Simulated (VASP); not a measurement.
Calculation: vdW-DF2, VASP's PBE PAW potentials (set 64) (plane waves; VASP).

The input files of a VASP run:

### INCAR
```
SYSTEM = MgO
NELM = 100   # most electronic steps
LCHARG = .FALSE.
ENCUT = 520   # plane-wave cut-off (eV)
LREAL = .FALSE.   # projection in real space or not
GGA = ML
EDIFF = 1E-7   # SCF stop (eV)
ZAB_VDW = -1.8867
LASPH = .TRUE.   # aspherical one-centre terms
LORBIT = 11
ISMEAR = 0
ICHARG = 11   # fixed density
SIGMA = 0.05   # width (eV)
LWAVE = .FALSE.
ALGO = Normal
PREC = Accurate
AGGAC = 0.0
LUSE_VDW = .TRUE.
```

File POSCAR:
```
MgO
1
    0.0000000000     2.1373971441     2.1373971441
    2.1373971441     0.0000000000     2.1373971441
    2.1373971441     2.1373971441     0.0000000000
Mg O
1 1
Direct
  0.0000000000   0.0000000000   0.0000000000
  0.5000000000   0.5000000000   0.5000000000
```

File KPOINTS:
```
k-points along high-symmetry lines
15
Line-mode
Reciprocal
  0.000000   0.000000   0.000000 ! GAMMA
  0.500000   0.000000   0.500000 ! X

  0.500000   0.000000   0.500000 ! X
  0.625000   0.250000   0.625000 ! U

  0.375000   0.375000   0.750000 ! K
  0.000000   0.000000   0.000000 ! GAMMA

  0.000000   0.000000   0.000000 ! GAMMA
  0.500000   0.500000   0.500000 ! L

  0.500000   0.500000   0.500000 ! L
  0.500000   0.250000   0.750000 ! W

  0.500000   0.250000   0.750000 ! W
  0.500000   0.000000   0.500000 ! X
```

POTCAR, in this order: Mg O (PBE.64 set). Program: vasp_std. Read from the step before: CHGCAR.

What VASP printed:

OSZICAR:
```
       N       E                     dE             d eps       ncg     rms          rms(c)
DAV:   1     0.179179581730E+02    0.17918E+02   -0.46414E+03  1640   0.874E+02
DAV:   2    -0.780815788551E+01   -0.25726E+02   -0.24845E+02  1856   0.134E+02
DAV:   3    -0.814846912879E+01   -0.34031E+00   -0.34031E+00  1688   0.183E+01
DAV:   4    -0.814911410559E+01   -0.64498E-03   -0.64498E-03  1944   0.784E-01
DAV:   5    -0.814911504188E+01   -0.93628E-06   -0.93628E-06  1856   0.218E-02
DAV:   6    -0.814911504450E+01   -0.26214E-08   -0.26213E-08  1992   0.779E-04
   1 F= -.81491150E+01 E0= -.81491150E+01  d E =-.702485E-13
```

### OUTCAR
```
 val. band max:        2.7827707676   @ k =   0.0000   0.0000   0.0000

 cond. band min:       7.4146059168   @ k =   0.0000   0.0000   0.0000



 k-point     1 :       0.0000    0.0000    0.0000
  band No.  band energies     occupation
      1     -14.1377      2.00000
      2       2.7828      2.00000
      3       2.7828      2.00000
      4       2.7828      2.00000
      5       7.4146      0.00000
      6      18.6132      0.00000
      7      18.6132      0.00000
      8      18.6133      0.00000

 k-point     2 :       0.0357    0.0000    0.0357
  band No.  band energies     occupation
      1     -14.1211      2.00000
      2       2.6829      2.00000
      3       2.7640      2.00000
      4       2.7640      2.00000
      5       7.5307      0.00000
      6      18.3649      0.00000
      7      18.6506      0.00000
      8      18.6506      0.00000

 k-point     3 :       0.0714    0.0000    0.0714
  band No.  band energies     occupation
      1     -14.0720      2.00000
      2       2.4127      2.00000
      3       2.7093      2.00000
      4       2.7093      2.00000
      5       7.8498      0.00000
      6      17.7717      0.00000
      7      18.7595      0.00000
      8      18.7595      0.00000

 k-point     4 :       0.1071    0.0000    0.1071
  band No.  band energies     occupation
      1     -13.9926      2.00000
      2       2.0344      2.00000
      3       2.6229      2.00000
      4       2.6229      2.00000
      5       8.3102      0.00000
      6      17.0489      0.00000
      7      18.9313      0.00000
      8      18.9313      0.00000

 k-point     5 :       0.1429    0.0000    0.1429
  band No.  band energies     occupation
      1     -13.8863      2.00000
      2       1.6047      2.00000
      3       2.5112      2.00000
      4       2.5112      2.00000
      5       8.8549      0.00000
      6      16.3095      0.00000
      7      19.1531      0.00000
      8      19.1531      0.00000
...
```

The density is held fixed in this step, so its total energy and stress have no physical meaning.

The compound is MgO in the rock salt structure. It was relaxed first.
